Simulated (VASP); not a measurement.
Computed with optB86b-vdW, VASP's PBE PAW potentials (set 64) (plane waves; VASP).

Input for VASP

File POSCAR:
```
ZrO2
1.0
  0.0000000000   2.5336762499   2.5336762499
  2.5336762499   0.0000000000   2.5336762499
  2.5336762499   2.5336762499   0.0000000000
Zr O
1 2
direct
  0.0000000000   0.0000000000   0.0000000000
  0.2500000000   0.2500000000   0.2500000000
  0.7500000000   0.7500000000   0.7500000000
```

**KPOINTS**
```
Regular mesh
0
gamma
  7 7 7
```

### INCAR
```
IBRION = 2
LMAXMIX = 4   # l cut-off of mixed one-centre charges
NELM = 100
SYSTEM = ZrO2
ENCUT = 520   # plane-wave cut-off (eV)
PARAM2 = 1.0
LCHARG = .FALSE.
NSW = 60   # most ionic steps
LUSE_VDW = .TRUE.
PARAM1 = 0.1234
GGA = MK
SIGMA = 0.05   # width (eV)
ISIF = 3   # ions, shape and volume
EDIFF = 1E-6   # SCF stop (eV)
LWAVE = .FALSE.
PREC = Accurate
ISMEAR = 0   # Gaussian
LREAL = .FALSE.
LASPH = .TRUE.
ALGO = Normal
AGGAC = 0.0
EDIFFG = -0.02   # ionic stop
```

POTCAR, in this order: Zr_sv O (PBE.64 set). Program: vasp_std.

Question: What will the output report for the number of irreducible k-points (NKPTS), largest plane-wave count, number of space-group operations, FFT grid (NGX, NGY, NGZ)?

Answer: 
The number of irreducible k-points (NKPTS) comes out as 20. The largest plane-wave count is 893 and the number of space-group operations is 48. The FFT grid (NGX, NGY, NGZ) is 28 × 28 × 28.

The compound is ZrO2 in the fluorite structure, the high-temperature cubic form, which is unstable at 0 K; the monoclinic form is the stable one. This run relaxes it. Symmetry was kept, so distortions that lower it aren't found. The start is the result of an earlier pass.
